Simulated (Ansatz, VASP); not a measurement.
# W: VASP beside Ansatz, part 2 of 2

Aim: how closely do two programs agree when they are given the same cell, functional and k mesh? The structure shown is the start of the Ansatz relaxation below; VASP solves that cell, so the two are compared at the walk's first step.

VASP 6.6.1 and Ansatz 0.2.0.

So far: The structure; Ansatz: relaxation, PBEsol.

**3. VASP: single point, PBEsol, start cell**

Level of this step: PBEsol; plane waves and PAW (W) (VASP).

The same cell, functional, mesh and smearing now go to VASP, with its own data sets.

Lines of VASP's logs that name or quote its potential files are left out, and so is its time.

INCAR reads:

```
SYSTEM = W
PREC = Accurate
ENCUT = 520
EDIFF = 1E-06
NELM = 120
ISMEAR = 1
SIGMA = 0.2
LREAL = .FALSE.
ALGO = Normal
GGA = PS
NBANDS = 40
LASPH = .TRUE.
LORBIT = 11
LWAVE = .FALSE.
LCHARG = .FALSE.
ISIF = 2
LDIPOL = .TRUE.
IDIPOL = 3
DIPOL = 0.5 0.5 0.735
LVHAR = .TRUE.
GGA_COMPAT = .FALSE.
NELMDL = -8
KPAR = 2
```

POSCAR reads:

```
W
1.0
   -3.0799850000     -3.0799850000      0.0000000000
   -3.0799850000      3.0799850000      0.0000000000
    0.0000000000      0.0000000000    -36.4599900000
W
10
Direct
    0.9971160574      0.9495745921      0.8200805870
    0.5028839426      0.5504254079      0.8200805870
    0.0002566571      0.4955119911      0.7793861710
    0.4997433429      0.0044880089      0.7793861710
    0.5000000000      0.5000000000      0.7349149026
    0.0000000000      0.0000000000      0.7349149026
    0.9997433429      0.5044880089      0.6904436617
    0.5002566571      0.9955119911      0.6904436617
    0.0028839426      0.0504254079      0.6497492183
    0.4971160574      0.4495745921      0.6497492183
```

KPOINTS reads:

```
Automatic mesh
0
Gamma
8 8 1
0 0 0
```

PAW data sets: W (PBE family, release 64).

Started as:

```bash
$ mpirun -np 2 vasp_std
```

Numbers of over 12 decimals in the logs are rounded to 6 here.

The log of the run:

```text
[banner, memory and clock lines left out]
running    2 mpi-ranks, on    1 nodes
 distrk:  each k-point on    1 cores,    2 groups
 distr:  one band on    1 cores,    1 groups

 POSCAR found type information on POSCAR W
 POSCAR found :  1 types and      10 ions
|                                                                             |
|               ----> ADVICE to this user running VASP <----                  |
|                                                                             |
|     You enforced a specific xc type in the INCAR file but a different       |
|     [... a line on the potential file left out ...]
|     I HOPE YOU KNOW WHAT YOU ARE DOING!                                     |
|                                                                             |

 LDA part: xc-table for (Slater+PW92), standard interpolation
 POSCAR, INCAR and KPOINTS ok, starting setup
 FFT: planning ... GRIDC
 FFT: planning ... GRID_SOFT
 FFT: planning ... GRID
 WAVECAR not read
 entering main loop
       N       E                     dE             d eps       ncg     rms          rms(c)
DAV:   1     0.368230512197E+03    0.36823E+03   -0.19803E+04  2720   0.111E+03
DAV:   2    -0.757282935106E+02   -0.44396E+03   -0.42060E+03  4160   0.221E+02
DAV:   3    -0.134677529264E+03   -0.58949E+02   -0.57157E+02  3160   0.872E+01
DAV:   4    -0.138360320364E+03   -0.36828E+01   -0.35811E+01  4192   0.205E+01
DAV:   5    -0.138492493723E+03   -0.13217E+00   -0.13118E+00  4424   0.400E+00
DAV:   6    -0.138496786124E+03   -0.42924E-02   -0.42698E-02  4560   0.624E-01
DAV:   7    -0.138496967836E+03   -0.18171E-03   -0.18082E-03  4440   0.117E-01
DAV:   8    -0.138496976681E+03   -0.88446E-05   -0.88323E-05  4440   0.220E-02    0.655E+01
DAV:   9    -0.133856188325E+03    0.46408E+01   -0.60071E+01  4240   0.241E+01    0.354E+01
DAV:  10    -0.164892629340E+03   -0.31036E+02   -0.30261E+02  4592   0.679E+01    0.279E+01
DAV:  11    -0.127421605510E+03    0.37471E+02   -0.22112E+02  4672   0.499E+01    0.434E+00
DAV:  12    -0.128587694171E+03   -0.11661E+01   -0.15830E+01  4048   0.150E+01    0.503E+00
DAV:  13    -0.128517076001E+03    0.70618E-01   -0.11158E+00  4480   0.399E+00    0.363E+00
DAV:  14    -0.128516304248E+03    0.77175E-03   -0.40767E-02  4392   0.808E-01    0.340E+00
[...]
DAV:  25    -0.128461211657E+03   -0.26770E-04   -0.58669E-06  3456   0.870E-03    0.118E-02
DAV:  26    -0.128461225826E+03   -0.14169E-04   -0.11386E-06  2312   0.452E-03    0.120E-02
DAV:  27    -0.128461238650E+03   -0.12824E-04   -0.29866E-06  2904   0.504E-03    0.468E-03
DAV:  28    -0.128461248512E+03   -0.98618E-05   -0.79914E-07  2280   0.314E-03    0.272E-03
DAV:  29    -0.128461251238E+03   -0.27263E-05   -0.48289E-07  2128   0.255E-03    0.227E-03
DAV:  30    -0.128461256269E+03   -0.50305E-05   -0.47152E-07  2200   0.246E-03    0.125E-03
DAV:  31    -0.128461257301E+03   -0.10327E-05   -0.14086E-07  2128   0.152E-03    0.527E-04
DAV:  32    -0.128461257782E+03   -0.48048E-06   -0.80457E-08  2128   0.968E-04
   1 F= -.12846126E+03 E0= -.12846226E+03  d E =0.299499E-02
```

OUTCAR, selected parts (step 3):

```text
ion  position               nearest neighbor table
   1  0.997  0.950  0.820-   3 2.47   4 2.64   4 2.66   2 2.77   3 2.80   2 2.81   6 3.11   2 3.39
                             2 3.42
   2  0.503  0.550  0.820-   4 2.47   3 2.64   3 2.66   1 2.77   4 2.80   1 2.81   5 3.11   1 3.39
                             1 3.42
   3  0.000  0.496  0.779-   1 2.47   2 2.64   2 2.66   6 2.70   5 2.71   5 2.72   6 2.73   1 2.80
                             4 3.05   4 3.05   4 3.11   4 3.11   7 3.24
   4  0.500  0.004  0.779-   2 2.47   1 2.64   1 2.66   5 2.70   6 2.71   6 2.72   5 2.73   2 2.80
                             3 3.05   3 3.05   3 3.11   3 3.11   8 3.24
   5  0.500  0.500  0.735-   8 2.70   4 2.70   7 2.71   3 2.71   7 2.72   3 2.72   8 2.73   4 2.73
                             6 3.08   6 3.08   6 3.08   6 3.08  10 3.11   2 3.11
   6  0.000  0.000  0.735-   7 2.70   3 2.70   8 2.71   4 2.71   8 2.72   4 2.72   7 2.73   3 2.73
                             5 3.08   5 3.08   5 3.08   5 3.08   9 3.11   1 3.11
   7  1.000  0.504  0.690-   9 2.47  10 2.64  10 2.66   6 2.70   5 2.71   5 2.72   6 2.73   9 2.80
                             8 3.05   8 3.05   8 3.11   8 3.11   3 3.24
   8  0.500  0.996  0.690-  10 2.47   9 2.64   9 2.66   5 2.70   6 2.71   6 2.72   5 2.73  10 2.80
                             7 3.05   7 3.05   7 3.11   7 3.11   4 3.24
   9  0.003  0.050  0.650-   7 2.47   8 2.64   8 2.66  10 2.77   7 2.80  10 2.81   6 3.11  10 3.39
                            10 3.42
  10  0.497  0.450  0.650-   8 2.47   7 2.64   7 2.66   9 2.77   8 2.80   9 2.81   5 3.11   9 3.39
                             9 3.42

  LATTYP: Found a simple tetragonal cell.
 ALAT       =     4.3557565589
 C/A-ratio  =     8.3705297821

 Subroutine GETGRP returns: Found  4 space group operations
 (whereof  1 operations were pure point group operations)

The static configuration has the point symmetry C_1 .
 The point group associated with its full space group is C_2h.

 Found     34 irreducible k-points:

   k-points           NKPTS =     34   k-points in BZ     NKDIM =     34   number of bands    NBANDS=     40

   dimension x,y,z NGX =    32 NGY =   32 NGZ =  280
   dimension x,y,z NGXF=    64 NGYF=   64 NGZF=  560

   ENCUT  =  520.0 eV  38.22 Ry    6.18 a.u.   8.10  8.10 67.79*2*pi/ulx,y,z

   NELECT =      60.0000    total number of electrons

 k-points in reciprocal lattice and weights: Automatic mesh
   0.00000000  0.00000000  0.00000000       0.016
   0.12500000  0.00000000  0.00000000       0.031
   0.00000000  0.12500000  0.00000000       0.031
   0.25000000  0.00000000  0.00000000       0.031
   0.00000000  0.25000000  0.00000000       0.031
   0.37500000  0.00000000  0.00000000       0.031
   0.00000000  0.37500000  0.00000000       0.031
   0.50000000  0.00000000  0.00000000       0.016
   0.00000000  0.50000000  0.00000000       0.016
[...]
-0.37500000  0.50000000  0.00000000       0.031
   0.50000000  0.50000000  0.00000000       0.016

 dipolmoment           0.000000      0.000000      0.000015 electrons x Angstroem

 average (electrostatic) potential at core
       1 -46.8214       2 -46.8214       3 -46.6884       4 -46.6884       5 -46.9842
       6 -46.9842       7 -46.6884       8 -46.6884       9 -46.8213      10 -46.8213

 E-fermi :  -1.6825

 k-point     1 :       0.0000    0.0000    0.0000
  band No.  band energies     occupation
    ...
     26      -2.3574      2.00002
     27      -2.1176      2.00871
     28      -2.0028      2.04599
     29      -1.8007      1.83165
     30      -1.6306      0.57691
     31      -1.5583      0.14174
     32      -1.3497     -0.04027
     33      -0.4387     -0.00000
     34      -0.3828     -0.00000
     35       0.2079     -0.00000
    ...

 k-point     2 :       0.1250    0.0000    0.0000
  band No.  band energies     occupation
    ...
     26      -2.4378      2.00000
     27      -2.3617      2.00002
     28      -2.0082      2.04350
     29      -1.9432      2.06920
     30      -1.6423      0.66758
     31      -1.2558     -0.01015
     32      -1.2251     -0.00568
     33      -0.6073     -0.00000
     34      -0.4005     -0.00000
     35      -0.0249     -0.00000
    ...

 k-point     3 :       0.0000    0.1250    0.0000
  band No.  band energies     occupation
    ...
     26      -2.3580      2.00002
     27      -2.2652      2.00030
     28      -2.0114      2.04206
     29      -1.8814      2.04905
     30      -1.7815      1.73489
     31      -1.0920     -0.00024
     32      -1.0717     -0.00014
     33      -0.6815     -0.00000
     34      -0.4931     -0.00000
     35      -0.0543     -0.00000
    ...

  Total        0.7462228      0.3743687      0.4303658     -0.7503319      0.0000000      0.0000000
  in kB        1.7283645      0.8670943      0.9967920     -1.7378819      0.0000000      0.0000000
  external PRESSURE =       1.1974169 kB  Pullay stress =       0.0000000 kB

  energy-cutoff  :      520.00
  volume of cell :      691.74
      direct lattice vectors                 reciprocal lattice vectors
    -3.079985000 -3.079985000  0.000000000    -0.162338453 -0.162338453  0.000000000
    -3.079985000  3.079985000  0.000000000    -0.162338453  0.162338453  0.000000000
     0.000000000  0.000000000-36.459990000     0.000000000  0.000000000 -0.027427325

 POSITION                                       TOTAL-FORCE (eV/Angst)
 -----------------------------------------------------------------------------------
     -5.99578     -0.14643    -29.90013         0.015323     -0.064419     -0.309711
     -3.24418      0.14643    -29.90013        -0.015323      0.064419     -0.309711
     -1.52696      1.52538    -28.41641         0.166710     -0.200116      0.517057
     -1.55303     -1.52538    -28.41641        -0.166710      0.200116      0.517057
     -3.07999      0.00000    -26.79499        -0.000000     -0.000000      0.000000
      0.00000      0.00000    -26.79499        -0.000000     -0.000000      0.000000
     -4.63301     -1.52538    -25.17357        -0.166710      0.200116     -0.517057
     -4.60694      1.52538    -25.17357         0.166710     -0.200116     -0.517057
     -0.16419      0.14643    -23.68985        -0.015323      0.064419      0.309711
     -2.91579     -0.14643    -23.68985         0.015323     -0.064419      0.309711
 -----------------------------------------------------------------------------------
    total drift:                               -0.000000     -0.000000      0.000872

  FREE ENERGIE OF THE ION-ELECTRON SYSTEM (eV)
  ---------------------------------------------------
  free  energy   TOTEN  =      -128.4612577819 eV

  energy  without entropy=     -128.4642527729  energy(sigma->0) =     -128.46225611

 vacuum level on the upper side and lower side of the slab         2.823         2.823

 total charge
# of ion       s       p       d       tot
------------------------------------------
    1        0.688   0.473   4.204   5.365
    2        0.688   0.473   4.204   5.365
    3        0.722   0.751   4.356   5.828
    4        0.722   0.751   4.356   5.828
    5        0.690   0.732   4.259   5.681
    6        0.690   0.732   4.259   5.681
    7        0.722   0.751   4.356   5.828
    8        0.722   0.751   4.356   5.828
    9        0.688   0.473   4.204   5.365
   10        0.688   0.473   4.204   5.365
--------------------------------------------------
tot          7.019   6.358  42.754  56.132

[... 3 further parts left out ...]
```

The run ends at a pressure of 0.12 GPa, with forces up to 0.58 eV/Å.

**4. Comparison**

Known differences besides the potentials themselves: Ansatz cuts the interaction across the vacuum, VASP repeats the sheet with a dipole correction; the data sets hold 140 valence electrons in Ansatz (on its PAW soft_1 files) and 60 in VASP; the cutoff is 420 eV in Ansatz and 520 eV in VASP; Ansatz makes its cores anew for this functional, VASP keeps those of its PBE data sets. Total energies have different zeros and are not compared.

Forces (eV/Å; atoms numbered as in POSCAR):

```csv
atom,"Ansatz x, y, z","VASP x, y, z"
W1,"-0.161, 0.091, -0.636","0.015, -0.064, -0.310"
W2,"0.161, -0.091, -0.636","-0.015, 0.064, -0.310"
W3,"0.312, -0.361, 0.668","0.167, -0.200, 0.517"
W4,"-0.312, 0.361, 0.668","-0.167, 0.200, 0.517"
W5,"0.000, 0.000, 0.000","0.000, 0.000, 0.000"
W6,"0.000, 0.000, 0.000","0.000, 0.000, 0.000"
W7,"-0.312, 0.361, -0.668","-0.167, 0.200, -0.517"
W8,"0.312, -0.361, -0.668","0.167, -0.200, -0.517"
W9,"0.161, -0.091, 0.636","-0.015, 0.064, 0.310"
W10,"-0.161, 0.091, 0.636","0.015, -0.064, 0.310"
```

The forces differ by 176 meV/Å r.m.s., which is 72.9 % of the r.m.s. force of 0.241 eV/Å (both taken over all components). With vacuum in the cell, a pressure given here is an average over mostly empty space and none of the material.

**5. What came out**

| Property | Result |
| --- | --- |
| r.m.s. force difference (single point, PBEsol, start cell) | 73 % of the r.m.s. force |

In words: The r.m.s. force difference is 73 % of the r.m.s. force (single point, PBEsol, start cell), beyond the 3 % picked in this series as the mark of a large difference. The data sets hold unlike numbers of valence electrons (140 in Ansatz and 60 in VASP), so part of the differences comes from the potentials. What causes the difference of the single point, PBEsol, start cell pair stays open here. 1 further run of this series is not shown here. Such differences can come from data sets, numerical settings and the points named under the comparisons, not from the functional's error against experiment.

[Lines on the potential files, build, host, timing and source positions are cut from VASP's logs without a mark.]

[Logs are printed without paths, hosts, clocks, repeated set-up lines and the standing remarks that a program may print on its own settings, such as how far it seeks lower states.]

[Hosts, paths, dates, database ids (printed as entryN), source tags and the programs' standing remarks are cut or masked in the printed files.]
